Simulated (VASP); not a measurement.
# GW on C (Diamond), part 2 of 8

How does the gap of C (Diamond) change from the starting functional to GW? The cell has space group Fd-3m. The start is a cell from a database of measured crystal structures.

VASP 6.6.1, plane waves and PAW; the level of theory is named at each step.

So far, gap on the k-mesh (eV): step 2 (empty bands, functional PBE) 4.15.

### Step 3. evGW0

This step: evGW0 on PBE; plane waves and PAW (C_GW) (VASP 6.6.1).

The lowest NBANDSGW levels in G are updated for four passes while W stays fixed, so the result depends less on the starting levels.

INCAR

```
SYSTEM = C
PREC = Accurate
ENCUT = 440
ISMEAR = 0
SIGMA = 0.01
LREAL = .FALSE.
GGA = PE
NBANDS = 80
ALGO = EVGW0
NELMGW = 4
ENCUTGW = 200
NOMEGA = 64
PRECFOCK = Fast
NBANDSGW = 16
LWAVE = .FALSE.
LCHARG = .FALSE.
```

POSCAR

```
C
1.0
    0.0000000000      1.7833700000      1.7833700000
    1.7833700000      0.0000000000      1.7833700000
    1.7833700000      1.7833700000      0.0000000000
C
2
Direct
    0.7500000000      0.7500000000      0.7500000000
    0.5000000000      0.5000000000      0.5000000000
```

KPOINTS

```
Automatic mesh
0
Gamma
6 6 6
0 0 0
```

Potentials, in the order of the species: C_GW (PBE family, release 64).

Launch:

```bash
mpirun -np 8 vasp_std
```

The log of the run:

```text
[banner, memory and clock lines left out]
running    8 mpi-ranks, on    1 nodes
 distrk:  each k-point on    8 cores,    1 groups
 distr:  one band on    1 cores,    8 groups

 POSCAR found type information on POSCAR C
 POSCAR found :  1 types and       2 ions
 [... a notice as in an earlier step ...]

|                                                                             |
|           W    W    AA    RRRRR   N    N  II  N    N   GGGG   !!!           |
|           W    W   A  A   R    R  NN   N  II  NN   N  G    G  !!!           |
|           W    W  A    A  R    R  N N  N  II  N N  N  G       !!!           |
|           W WW W  AAAAAA  RRRRR   N  N N  II  N  N N  G  GGG   !            |
|           WW  WW  A    A  R   R   N   NN  II  N   NN  G    G                |
|           W    W  A    A  R    R  N    N  II  N    N   GGGG   !!!           |
|                                                                             |
|     The default for ENCUTGWSOFT is different in this version of VASP.       |
|     please manually set ENCUTGWSOFT =200 in the INCAR file.                 |
|                                                                             |

 LDA part: xc-table for (Slater+PW92), standard interpolation
 found WAVECAR, reading the header
 POSCAR, INCAR and KPOINTS ok, starting setup
 FFT: planning ... GRIDC
 FFT: planning ... GRID_SOFT
 FFT: planning ... GRID
 reading WAVECAR
 the WAVECAR file was read successfully
 initial charge from wavefunction
 available memory per node:     88.42 GB, setting MAXMEM to     90540

 The Fermi energy was updated, please check that it is located mid-gap
 values below the HOMO (VB) or above the LUMO (CB) will cause erroneous energies
 E-fermi :  11.8419

 calculate exact exchange contribution
 the WAVEDER file was read successfully
energies w=
    0.000    0.000    0.862    0.000    1.722    0.000    2.578    0.000
    3.429    0.000    4.272    0.000    5.106    0.000    5.932    0.000
    6.746    0.000    7.550    0.000    8.343    0.000    9.124    0.000
    9.896    0.000   10.656    0.000   11.407    0.000   12.149    0.000
   12.884    0.000   13.612    0.000   14.334    0.000   15.053    0.000
   15.768    0.000   16.483    0.000   17.198    0.000   17.915    0.000
   18.636    0.000   19.363    0.000   20.097    0.000   20.841    0.000
   21.598    0.000   22.369    0.000   23.157    0.000   23.965    0.000
   24.797    0.000   25.656    0.000   26.546    0.000   27.471    0.000
   28.436    0.000   29.447    0.000   30.511    0.000   31.633    0.000
   32.826    0.000   34.096    0.000   35.456    0.000   36.919    0.000
   38.503    0.000   40.227    0.000   42.115    0.000   44.195    0.000
   46.504    0.000   49.087    0.000   52.000    0.000   55.317    0.000
   59.131    0.000   63.570    0.000   68.804    0.000   75.070    0.000
   82.709    0.000   92.226    0.000  104.404    0.000  120.525    0.000
  142.848    0.000  175.745    0.000  228.946    0.000  329.367    0.000
 responsefunction array rank=      80
 LDA part: xc-table for (Slater+PW92), standard interpolation

 min. memory requirement per mpi rank     70.1 MB, per node    561.2 MB

 allocating   8 responsefunctions rank=    80
 shmem allocating  64 responsefunctions rank=    80
 response function shared by NCSHMEM nodes    1
 Doing            8  frequencies on each core in blocks of           64
NQ=   1    0.0000    0.0000    0.0000,
|.........|.........|.........|.........|.........|.........|.........|.........
 performed        172000 updates of chi_q(r,r)
 total number of BLAS operations          5.82 Gflops
NQ=   2    0.1667    0.0000    0.0000,
|.........|.........|.........|.........|.........|.........|.........|.........
 performed        518000 updates of chi_q(r,r)
 total number of BLAS operations         17.53 Gflops
NQ=   3    0.3333    0.0000    0.0000,
|.........|.........|.........|.........|.........|.........|.........|.........
 performed        864000 updates of chi_q(r,r)
 total number of BLAS operations         32.70 Gflops
NQ=   4    0.5000    0.0000    0.0000,
|.........|.........|.........|.........|.........|.........|.........|.........
 performed       1148000 updates of chi_q(r,r)
 total number of BLAS operations         45.87 Gflops
NQ=   5    0.1667    0.1667    0.0000,
|.........|.........|.........|.........|.........|.........|.........|.........
 performed       1494000 updates of chi_q(r,r)
 total number of BLAS operations         57.22 Gflops
NQ=   6    0.3333    0.1667    0.0000,
|.........|.........|.........|.........|.........|.........|.........|.........
 performed       2060000 updates of chi_q(r,r)
 total number of BLAS operations         78.80 Gflops
NQ=   7    0.5000    0.1667    0.0000,
|.........|.........|.........|.........|.........|.........|.........|.........
 performed       2626000 updates of chi_q(r,r)
 total number of BLAS operations        103.62 Gflops
NQ=   8   -0.3333    0.1667    0.0000,
|.........|.........|.........|.........|.........|.........|.........|.........
 performed       3192000 updates of chi_q(r,r)
 total number of BLAS operations        127.77 Gflops
NQ=   9   -0.1667    0.1667    0.0000,
|.........|.........|.........|.........|.........|.........|.........|.........
 performed       3676000 updates of chi_q(r,r)
 total number of BLAS operations        147.31 Gflops
NQ=  10    0.3333    0.3333    0.0000,
|.........|.........|.........|.........|.........|.........|.........|.........
 performed       4022000 updates of chi_q(r,r)
 total number of BLAS operations        163.32 Gflops
NQ=  11    0.5000    0.3333    0.0000,
|.........|.........|.........|.........|.........|.........|.........|.........
 performed       4588000 updates of chi_q(r,r)
 total number of BLAS operations        189.49 Gflops
NQ=  12   -0.3333    0.3333    0.0000,
|.........|.........|.........|.........|.........|.........|.........|.........
 performed       5072000 updates of chi_q(r,r)
 total number of BLAS operations        210.15 Gflops
NQ=  13    0.5000    0.5000    0.0000,
|.........|.........|.........|.........|.........|.........|.........|.........
 performed       5321000 updates of chi_q(r,r)
 total number of BLAS operations        218.32 Gflops
NQ=  14    0.5000    0.3333    0.1667,
|.........|.........|.........|.........|.........|.........|.........|.........
 performed       5964000 updates of chi_q(r,r)
 total number of BLAS operations        248.04 Gflops
NQ=  15   -0.3333    0.3333    0.1667,
|.........|.........|.........|.........|.........|.........|.........|.........
 performed       6566000 updates of chi_q(r,r)
 total number of BLAS operations        273.03 Gflops
[...]
total number of BLAS operations        273.03 Gflops
NQ=  16   -0.3333    0.5000    0.1667,
|.........|.........|.........|.........|.........|.........|.........|.........
 performed       7053000 updates of chi_q(r,r)
 total number of BLAS operations        293.23 Gflops
 resolving degeneracies of screened two electron integrals

 calculate QP shifts <psi_nk| G(iteration)W_0 |psi_nk>: iteration 2
 allocating   8 responsefunctions rank=    80
 shmem allocating  64 responsefunctions rank=    80
 response function shared by NCSHMEM nodes    1
 Doing            8  frequencies on each core in blocks of           64
NQ=   1    0.0000    0.0000    0.0000,
|.........|.........|.........|.........|.........|.........|.........|.........
 performed        172000 updates of chi_q(r,r)
 total number of BLAS operations          5.82 Gflops
NQ=   2    0.1667    0.0000    0.0000,
|.........|.........|.........|.........|.........|.........|.........|.........
 performed        518000 updates of chi_q(r,r)
 total number of BLAS operations         17.53 Gflops
NQ=   3    0.3333    0.0000    0.0000,
|.........|.........|.........|.........|.........|.........|.........|.........
 performed        864000 updates of chi_q(r,r)
 total number of BLAS operations         32.70 Gflops
NQ=   4    0.5000    0.0000    0.0000,
|.........|.........|.........|.........|.........|.........|.........|.........
 performed       1148000 updates of chi_q(r,r)
 total number of BLAS operations         45.87 Gflops
NQ=   5    0.1667    0.1667    0.0000,
|.........|.........|.........|.........|.........|.........|.........|.........
 performed       1494000 updates of chi_q(r,r)
 total number of BLAS operations         57.22 Gflops
NQ=   6    0.3333    0.1667    0.0000,
|.........|.........|.........|.........|.........|.........|.........|.........
 performed       2060000 updates of chi_q(r,r)
 total number of BLAS operations         78.80 Gflops
NQ=   7    0.5000    0.1667    0.0000,
|.........|.........|.........|.........|.........|.........|.........|.........
 performed       2626000 updates of chi_q(r,r)
 total number of BLAS operations        103.62 Gflops
NQ=   8   -0.3333    0.1667    0.0000,
|.........|.........|.........|.........|.........|.........|.........|.........
 performed       3192000 updates of chi_q(r,r)
 total number of BLAS operations        127.77 Gflops
NQ=   9   -0.1667    0.1667    0.0000,
|.........|.........|.........|.........|.........|.........|.........|.........
 performed       3676000 updates of chi_q(r,r)
 total number of BLAS operations        147.31 Gflops
NQ=  10    0.3333    0.3333    0.0000,
|.........|.........|.........|.........|.........|.........|.........|.........
 performed       4022000 updates of chi_q(r,r)
 total number of BLAS operations        163.32 Gflops
NQ=  11    0.5000    0.3333    0.0000,
|.........|.........|.........|.........|.........|.........|.........|.........
 performed       4588000 updates of chi_q(r,r)
 total number of BLAS operations        189.49 Gflops
NQ=  12   -0.3333    0.3333    0.0000,
|.........|.........|.........|.........|.........|.........|.........|.........
 performed       5072000 updates of chi_q(r,r)
 total number of BLAS operations        210.15 Gflops
NQ=  13    0.5000    0.5000    0.0000,
|.........|.........|.........|.........|.........|.........|.........|.........
 performed       5321000 updates of chi_q(r,r)
 total number of BLAS operations        218.32 Gflops
NQ=  14    0.5000    0.3333    0.1667,
|.........|.........|.........|.........|.........|.........|.........|.........
 performed       5964000 updates of chi_q(r,r)
 total number of BLAS operations        248.04 Gflops
NQ=  15   -0.3333    0.3333    0.1667,
|.........|.........|.........|.........|.........|.........|.........|.........
 performed       6566000 updates of chi_q(r,r)
 total number of BLAS operations        273.03 Gflops
NQ=  16   -0.3333    0.5000    0.1667,
|.........|.........|.........|.........|.........|.........|.........|.........
 performed       7053000 updates of chi_q(r,r)
 total number of BLAS operations        293.23 Gflops
 resolving degeneracies of screened two electron integrals

 calculate QP shifts <psi_nk| G(iteration)W_0 |psi_nk>: iteration 3
 allocating   8 responsefunctions rank=    80
 shmem allocating  64 responsefunctions rank=    80
 response function shared by NCSHMEM nodes    1
 Doing            8  frequencies on each core in blocks of           64
NQ=   1    0.0000    0.0000    0.0000,
|.........|.........|.........|.........|.........|.........|.........|.........
 performed        172000 updates of chi_q(r,r)
 total number of BLAS operations          5.82 Gflops
NQ=   2    0.1667    0.0000    0.0000,
|.........|.........|.........|.........|.........|.........|.........|.........
 performed        518000 updates of chi_q(r,r)
 total number of BLAS operations         17.53 Gflops
NQ=   3    0.3333    0.0000    0.0000,
|.........|.........|.........|.........|.........|.........|.........|.........
 performed        864000 updates of chi_q(r,r)
 total number of BLAS operations         32.70 Gflops
NQ=   4    0.5000    0.0000    0.0000,
|.........|.........|.........|.........|.........|.........|.........|.........
 performed       1148000 updates of chi_q(r,r)
 total number of BLAS operations         45.87 Gflops
NQ=   5    0.1667    0.1667    0.0000,
|.........|.........|.........|.........|.........|.........|.........|.........
 performed       1494000 updates of chi_q(r,r)
 total number of BLAS operations         57.22 Gflops
NQ=   6    0.3333    0.1667    0.0000,
|.........|.........|.........|.........|.........|.........|.........|.........
 performed       2060000 updates of chi_q(r,r)
 total number of BLAS operations         78.80 Gflops
NQ=   7    0.5000    0.1667    0.0000,
|.........|.........|.........|.........|.........|.........|.........|.........
 performed       2626000 updates of chi_q(r,r)
 total number of BLAS operations        103.62 Gflops
NQ=   8   -0.3333    0.1667    0.0000,
|.........|.........|.........|.........|.........|.........|.........|.........
 performed       3192000 updates of chi_q(r,r)
 total number of BLAS operations        127.77 Gflops
NQ=   9   -0.1667    0.1667    0.0000,
|.........|.........|.........|.........|.........|.........|.........|.........
 performed       3676000 updates of chi_q(r,r)
 total number of BLAS operations        147.31 Gflops
NQ=  10    0.3333    0.3333    0.0000,
|.........|.........|.........|.........|.........|.........|.........|.........
 performed       4022000 updates of chi_q(r,r)
 total number of BLAS operations        163.32 Gflops
NQ=  11    0.5000    0.3333    0.0000,
|.........|.........|.........|.........|.........|.........|.........|.........
 performed       4588000 updates of chi_q(r,r)
 total number of BLAS operations        189.49 Gflops
NQ=  12   -0.3333    0.3333    0.0000,
|.........|.........|.........|.........|.........|.........|.........|.........
 performed       5072000 updates of chi_q(r,r)
 total number of BLAS operations        210.15 Gflops
NQ=  13    0.5000    0.5000    0.0000,
|.........|.........|.........|.........|.........|.........|.........|.........
 performed       5321000 updates of chi_q(r,r)
 total number of BLAS operations        218.32 Gflops
NQ=  14    0.5000    0.3333    0.1667,
|.........|.........|.........|.........|.........|.........|.........|.........
 performed       5964000 updates of chi_q(r,r)
 total number of BLAS operations        248.04 Gflops
NQ=  15   -0.3333    0.3333    0.1667,
|.........|.........|.........|.........|.........|.........|.........|.........
 performed       6566000 updates of chi_q(r,r)
 total number of BLAS operations        273.03 Gflops
NQ=  16   -0.3333    0.5000    0.1667,
|.........|.........|.........|.........|.........|.........|.........|.........
 performed       7053000 updates of chi_q(r,r)
 total number of BLAS operations        293.23 Gflops
 resolving degeneracies of screened two electron integrals

 calculate QP shifts <psi_nk| G(iteration)W_0 |psi_nk>: iteration 4
 entering main loop
```

It took 99 s on 8 MPI ranks of AMD EPYC 7R43, shared host; peak memory 0.85 GiB.

(Part 2 of 8 ends here.)

[Lines on the potential files, build, host, timing and source positions are cut from VASP's logs without a mark.]

[Logs are printed without paths, hosts, clocks, repeated set-up lines and the standing remarks that a program may print on its own settings, such as how far it seeks lower states.]

[Hosts, paths, dates, database ids (printed as entryN), source tags and the programs' standing remarks are cut or masked in the printed files.]

[Pressures printed for these runs are not shown converged in the cutoff: they can be off by several GPa and have the wrong sign.]
